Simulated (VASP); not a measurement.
All values below come from LDA (Ceperley-Alder, Perdew-Zunger), VASP's LDA PAW potentials (set 64) (plane waves; VASP 6.6.1).

VASP input:

### POSCAR
```
FeSe2
1
    4.6839980000     0.0000000000     0.0000000000
    0.0000000000     5.6411350000     0.0000000000
    0.0000000000     0.0000000000     3.5092820000
Fe Se
2 4
Direct
  0.0000000000   0.0000000000   0.0000000000
  0.5000000000   0.5000000000   0.5000000000
  0.2132600000   0.3697700000   0.0000000000
  0.7867400000   0.6302300000   0.0000000000
  0.7132600000   0.1302300000   0.5000000000
  0.2867400000   0.8697700000   0.5000000000
```

KPOINTS:
```
Automatic mesh
0
Gamma
4 3 5
0 0 0
```

### INCAR
```
SYSTEM=FeSe2
PREC=Accurate; ENCUT=300; LREAL=.FALSE.
LASPH=.TRUE.
EDIFF=1E-6; NELM=100; ALGO=Normal
LMAXMIX=4
ISMEAR=-1; SIGMA=0.01
ISIF=2
LWAVE=.FALSE.; LCHARG=.FALSE.
```

POTCAR, in this order: Fe Se (LDA.64 set). Program: vasp_std.

Output of the run:

### OUTCAR
```
 ion  position               nearest neighbor table
   1  0.000  0.000  0.000-   3 2.31   4 2.31   5 2.33   6 2.33   5 2.33   6 2.33
   2  0.500  0.500  0.500-   5 2.31   6 2.31   3 2.33   4 2.33   3 2.33   4 2.33
   3  0.213  0.370  0.000-   1 2.31   2 2.33   2 2.33   4 2.48
   4  0.787  0.630  0.000-   1 2.31   2 2.33   2 2.33   3 2.48
   5  0.713  0.130  0.500-   2 2.31   1 2.33   1 2.33   6 2.48
   6  0.287  0.870  0.500-   2 2.31   1 2.33   1 2.33   5 2.48
  LATTYP: Found a simple orthorhombic cell.
 ALAT       =     3.5092820000
 B/A-ratio  =     1.3347453981
 C/A-ratio  =     1.6074897942
 Subroutine PRICEL returns:
 Original cell was already a primitive cell.
 Subroutine GETGRP returns: Found  8 space group operations
The static configuration has the point symmetry C_2h.
 The point group associated with its full space group is D_2h.
The dynamic configuration has the point symmetry C_2h.
 Subroutine INISYM returns: Found  8 space group operations
 Subroutine IBZKPT returns following result:
 Found     18 irreducible k-points:

 Following reciprocal coordinates:
            Coordinates               Weight
  0.000000  0.000000  0.000000      1.000000
  0.250000  0.000000  0.000000      2.000000
  0.500000  0.000000  0.000000      1.000000
  0.000000  0.333333  0.000000      2.000000
  0.250000  0.333333  0.000000      4.000000
  0.500000  0.333333  0.000000      2.000000
  0.000000  0.000000  0.200000      2.000000
  0.250000  0.000000  0.200000      4.000000
  0.500000  0.000000  0.200000      2.000000
  0.000000  0.333333  0.200000      4.000000
  0.250000  0.333333  0.200000      8.000000
  0.500000  0.333333  0.200000      4.000000
  0.000000  0.000000  0.400000      2.000000
  0.250000  0.000000  0.400000      4.000000
  0.500000  0.000000  0.400000      2.000000
  0.000000  0.333333  0.400000      4.000000
  0.250000  0.333333  0.400000      8.000000
  0.500000  0.333333  0.400000      4.000000
   k-points           NKPTS =     18   k-points in BZ     NKDIM =     18   number of bands    NBANDS=     24
   number of dos      NEDOS =    301   number of ions     NIONS =      6
   total plane-waves  NPLWV =  17920
   dimension x,y,z NGX =    28 NGY =   32 NGZ =   20
   dimension x,y,z NGXF=    56 NGYF=   64 NGZF=   40
   ions per type =               2   4
   PREC   = accura    normal or accurate (medium, high low for compatibility)
   ISTART =      0    job   : 0-new  1-cont  2-samecut
   ICHARG =      2    charge: 1-file 2-atom 10-const
   ISPIN  =      1    spin polarized calculation?
   LNONCOLLINEAR =      F non collinear calculations
   LSORBIT =      F    spin-orbit coupling
   INIWAV =      1    electr: 0-lowe 1-rand  2-diag
   ENCUT  =  300.0 eV  22.05 Ry    4.70 a.u.   6.62  7.97  4.96*2*pi/ulx,y,z
   NELM   =    100;   NELMIN=  2; NELMDL= -5     # of ELM steps
   EDIFF  = 0.1E-05   stopping-criterion for ELM
   LREAL  =      F    real-space projection
   NLSPLINE    = F    spline interpolate recip. space projectors
   LMAXMIX     =    4 max onsite mixed and CHGCAR
   VOSKOWN=      0    Vosko Wilk Nusair interpolation
   EDIFFG = 0.1E-04   stopping-criterion for IOM
   NSW    =      0    number of steps for IOM
   NBLOCK =      1;   KBLOCK =      1    inner block; outer block
   IBRION =     -1    ionic relax: 0-MD 1-quasi-New 2-CG
   NFREE  =      0    steps in history (QN), initial steepest desc. (CG)
   ISIF   =      2    stress and relaxation
   ISYM   =      2    0-nonsym 1-usesym 2-fastsym
   TEIN   =    0.0    initial temperature
   TEBEG  =    0.0;   TEEND  =   0.0 temperature during run
   SMASS  =  -3.00    Nose mass-parameter (am)
   PSTRESS=    0.0 pullay stress
   NELECT =      40.0000    total number of electrons
   EFERMI =   0.00;   METHOD = LEGACY
   ISMEAR =    -1;   SIGMA  =   0.01  broadening in eV -4-tet -1-fermi 0-gaus
...
```

File OSZICAR:
```
       N       E                     dE             d eps       ncg     rms          rms(c)
DAV:   1     0.252963256710E+03    0.25296E+03   -0.12687E+04   864   0.108E+03
DAV:   2    -0.895920505488E+01   -0.26192E+03   -0.25720E+03   872   0.317E+02
DAV:   3    -0.396508394696E+02   -0.30692E+02   -0.30018E+02  1296   0.108E+02
DAV:   4    -0.406601936858E+02   -0.10094E+01   -0.10061E+01  1112   0.219E+01
DAV:   5    -0.406906027967E+02   -0.30409E-01   -0.30392E-01  1272   0.344E+00    0.198E+01
DAV:   6    -0.459782293258E+02   -0.52876E+01   -0.72991E+01  1352   0.107E+02    0.261E+01
DAV:   7    -0.383682977842E+02    0.76099E+01   -0.43044E+01  1328   0.108E+02    0.661E+00
DAV:   8    -0.384698737091E+02   -0.10158E+00   -0.38826E+00   992   0.109E+01    0.353E+00
DAV:   9    -0.383537228588E+02    0.11615E+00   -0.45738E-01  1312   0.897E+00    0.927E-01
DAV:  10    -0.383493660521E+02    0.43568E-02   -0.55110E-02  1384   0.151E+00    0.305E-01
DAV:  11    -0.383487529788E+02    0.61307E-03   -0.21480E-03  1088   0.392E-01    0.157E-01
DAV:  12    -0.383485318273E+02    0.22115E-03   -0.69505E-04  1408   0.239E-01    0.562E-02
DAV:  13    -0.383485208948E+02    0.10933E-04   -0.87202E-05  1304   0.677E-02    0.166E-02
DAV:  14    -0.383485205683E+02    0.32641E-06   -0.24531E-06   808   0.122E-02
   1 F= -.38348521E+02 E0= -.38348521E+02  d E =-.202582E-10
```

### OUTCAR
```
------------------------ aborting loop because EDIFF is reached ----------------------------------------
  FORCE on cell =-STRESS in cart. coord.  units (eV):
  Direction    XX          YY          ZZ          XY          YZ          ZX
  --------------------------------------------------------------------------------------
  Total        0.5980882      0.6271788      0.1487737      0.0000000      0.0000000      0.0000000
  in kB       10.3341403     10.8367858      2.5706042      0.0000000      0.0000000      0.0000000
  external PRESSURE =       7.9138434 kB  Pullay stress =       0.0000000 kB
  volume of cell :       92.73
      direct lattice vectors                 reciprocal lattice vectors
     4.683998000  0.000000000  0.000000000     0.213492832  0.000000000  0.000000000
     0.000000000  5.641135000  0.000000000     0.000000000  0.177269291  0.000000000
     0.000000000  0.000000000  3.509282000     0.000000000  0.000000000  0.284958576
 POSITION                                       TOTAL-FORCE (eV/Angst)
 -----------------------------------------------------------------------------------
      0.00000      0.00000      0.00000         0.000000      0.000000      0.000000
      2.34200      2.82057      1.75464         0.000000      0.000000      0.000000
      0.99891      2.08592      0.00000         0.363149     -0.234460      0.000000
      3.68509      3.55521      0.00000        -0.363149      0.234460     -0.000000
      3.34091      0.73465      1.75464         0.363149      0.234460      0.000000
      1.34309      4.90649      1.75464        -0.363149     -0.234460     -0.000000
 -----------------------------------------------------------------------------------
    total drift:                                0.000000      0.000000      0.000000
  FREE ENERGIE OF THE ION-ELECTRON SYSTEM (eV)
  ---------------------------------------------------
  free  energy   TOTEN  =       -38.3485205683 eV

  energy  without entropy=      -38.3485205683  energy(sigma->0) =      -38.34852057
```
(Selected blocks of OUTCAR.)

At this cut-off the stress carries a Pulay error, which pulls relaxed volumes low.

The structure comes from a computed database's FeSe2 entry (Pnnm); how it stands against other phases isn't given here. The cell was not relaxed at this level, and its volume differs by -5.9 % from the start's. The run is not spin-polarised, so no magnetic state was tried.
